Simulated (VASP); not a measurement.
Output of a VASP run:

OSZICAR:
```
       N       E                     dE             d eps       ncg     rms          rms(c)
DAV:   1     0.253500025918E+03    0.25350E+03   -0.54442E+03 15136   0.128E+03
DAV:   2     0.389914568351E+02   -0.21451E+03   -0.21063E+03 21312   0.384E+02
DAV:   3    -0.359119106693E+01   -0.42583E+02   -0.41533E+02 24978   0.212E+02
DAV:   4    -0.915885740061E+01   -0.55677E+01   -0.53604E+01 29088   0.734E+01
DAV:   5    -0.101873728736E+02   -0.10285E+01   -0.99642E+00 30144   0.316E+01    0.358E+00
DAV:   6    -0.103237395333E+02   -0.13637E+00   -0.19514E+00 29248   0.140E+01    0.173E+00
DAV:   7    -0.103468320487E+02   -0.23093E-01   -0.30636E-01 29952   0.661E+00    0.865E-01
DAV:   8    -0.103482779506E+02   -0.14459E-02   -0.40257E-02 29448   0.242E+00    0.219E-01
DAV:   9    -0.103488631228E+02   -0.58517E-03   -0.59000E-03 30216   0.915E-01    0.674E-02
DAV:  10    -0.103490066247E+02   -0.14350E-03   -0.10276E-03 30032   0.379E-01    0.251E-02
DAV:  11    -0.103490489392E+02   -0.42314E-04   -0.22000E-04 28712   0.169E-01    0.563E-03
DAV:  12    -0.103490538145E+02   -0.48754E-05   -0.40909E-05 24192   0.741E-02    0.317E-03
DAV:  13    -0.103490549380E+02   -0.11235E-05   -0.85348E-06 22920   0.332E-02    0.111E-03
DAV:  14    -0.103490552561E+02   -0.31812E-06   -0.19129E-06 19440   0.178E-02
   1 F= -.10349055E+02 E0= -.10285784E+02  d E =-.126543E+00  mag=    -0.0000     0.0000     0.0001
       N       E                     dE             ncg
```

### OUTCAR
```
------------------------ aborting loop because EDIFF is reached ----------------------------------------
  FORCE on cell =-STRESS in cart. coord.  units (eV):
  Direction    XX          YY          ZZ          XY          YZ          ZX
  --------------------------------------------------------------------------------------
  Total        0.1242598     -0.0062444      0.0485315     -0.0550167     -0.0266100      0.0216674
  in kB        2.6615814     -0.1337508      1.0395204     -1.1784301     -0.5699728      0.4641047
  external PRESSURE =       1.1891170 kB  Pullay stress =       0.0000000 kB
  volume of cell :       74.80
      direct lattice vectors                 reciprocal lattice vectors
     3.760953000  0.000000000  0.000000000     0.265890055  0.153511694  0.000000000
    -1.880476000  3.257080000  0.000000000     0.000000000  0.307023469  0.000000000
     0.000000000  0.000000000  6.106260000     0.000000000  0.000000000  0.163766364
 POSITION                                       TOTAL-FORCE (eV/Angst)
 -----------------------------------------------------------------------------------
      0.03577      2.12697      1.56979        -0.007207      0.019524     -0.132109
      1.84471      1.13011      4.53647         0.007207     -0.019524      0.132109
 -----------------------------------------------------------------------------------
    total drift:                               -0.000000      0.000000      0.000000
  FREE ENERGIE OF THE ION-ELECTRON SYSTEM (eV)
  ---------------------------------------------------
  free  energy   TOTEN  =       -10.3490552561 eV

  energy  without entropy=      -10.2225118090  energy(sigma->0) =      -10.28578353

 total charge

# of ion       s       p       d       f       tot
--------------------------------------------------
    1        2.070   5.557   0.879   0.086   8.592
    2        2.070   5.557   0.879   0.086   8.592
--------------------------------------------------
tot          4.141  11.114   1.759   0.171  17.185

 magnetization (x)

# of ion       s       p       d       f       tot
--------------------------------------------------
    1        0.000  -0.000  -0.000  -0.000  -0.000
    2        0.000  -0.000  -0.000  -0.000  -0.000
--------------------------------------------------
tot          0.000  -0.000  -0.000  -0.000  -0.000

 magnetization (y)

# of ion       s       p       d       f       tot
--------------------------------------------------
    1        0.000  -0.000   0.000   0.000   0.000
    2        0.000  -0.000   0.000   0.000   0.000
--------------------------------------------------
tot          0.000  -0.000   0.000   0.000   0.000

 magnetization (z)

# of ion       s       p       d       f       tot
--------------------------------------------------
    1        0.000  -0.000   0.000   0.000   0.000
    2        0.000  -0.000   0.000   0.000   0.000
--------------------------------------------------
tot          0.000  -0.000   0.000   0.000   0.000

 Ion:    1  E_soc:     -0.5974510

 Ion:    2  E_soc:     -0.5974510
```
(Selected blocks of OUTCAR.)

File POSCAR:
```
La
1
    3.7609530000     0.0000000000     0.0000000000
   -1.8804760000     3.2570800000     0.0000000000
    0.0000000000     0.0000000000     6.1062600000
La
2
Direct
  0.3360250000   0.6530290000   0.2570780000
  0.6639750000   0.3469710000   0.7429220000
```

**Question.** Write an INCAR and KPOINTS that could have produced this output.

**Answer.** One answer among several that fit: the input of the run itself, PBE GGA with spin-orbit coupling, plane waves, VASP's PBE PAW potentials (set 64).

### KPOINTS
```
kpoints
0
G
10 10 5
0 0 0
```

### INCAR
```
SYSTEM=La
PREC=Accurate; ENCUT=300; LREAL=.FALSE.
LASPH=.TRUE.
EDIFF=1E-6; NELM=100; ALGO=Normal
LMAXMIX=6
ISMEAR=-1; SIGMA=0.1
GGA=PE; GGA_COMPAT=.FALSE.
MAGMOM=0.0 0.0 0.0 0.0 0.0 0.0
LSORBIT=.TRUE.; LNONCOLLINEAR=.TRUE.
ISIF=2
LWAVE=.FALSE.; LCHARG=.FALSE.; LORBIT=11
```

File KPOINTS_OPT:
```
k-points along high-symmetry lines
8
Line-mode
Reciprocal
  0.000000   0.000000   0.000000 ! GAMMA
 -0.500000   0.000000   0.000000 ! X

  0.000000   0.000000   0.500000 ! Y
  0.000000   0.000000   0.000000 ! GAMMA

  0.000000   0.000000   0.000000 ! GAMMA
 -0.500000   0.500000   0.000000 ! Z

  0.000000   0.500000  -0.500000 ! R_2
  0.000000   0.000000   0.000000 ! GAMMA

  0.000000   0.000000   0.000000 ! GAMMA
 -0.500000   0.500000  -0.500000 ! T_2

  0.000000   0.500000   0.000000 ! U_2
  0.000000   0.000000   0.000000 ! GAMMA

  0.000000   0.000000   0.000000 ! GAMMA
 -0.500000   0.000000  -0.500000 ! V_2
```

POTCAR, in this order: La (PBE.64 set). Program: vasp_ncl.

At this cut-off the stress carries a Pulay error, which pulls relaxed volumes low.

The structure was generated: La was put into an ordered model structure, which need not be its known phase. The cell was not relaxed at this level, atoms are displaced from their ideal sites. The run is one of a series of settings (GGA_COMPAT = .FALSE., LNONCOLLINEAR = .TRUE., LSORBIT = .TRUE., MAGMOM = 0.0 0.0 0.0 0.0 0.0 0.0, program vasp_ncl against the base run), some of them coarse on purpose.
